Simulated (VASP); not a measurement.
Given:

```
Pt
1.0
    0.00000     1.98923     1.98923
    1.98923     0.00000     1.98923
    1.98923     1.98923     0.00000
Pt
1
Direct
  0.00000   0.00000   0.00000
```

All values below come from optB88-vdW, VASP's PBE PAW potentials (set 64) (plane waves; VASP). Numerical set-up: 520 eV cut-off, 18×18×18 Γ-centred mesh, tetrahedra with Blöchl corrections, potentials Pt.

Unless said otherwise, spin-orbit coupling is left out, though it shifts the bands of the heavy elements here.

Q: Predict the energy per atom (σ→0), band gap (on the k-mesh) with the smallest direct gap where there is one.

A: 
```json
{
 "band gap (on the k-mesh)": "none (metal, semimetal or under 0.01 eV)",
 "energy per atom (σ→0)": "-3.506 eV/atom"
}
```

The compound is Pt in the fcc structure. It was relaxed first.
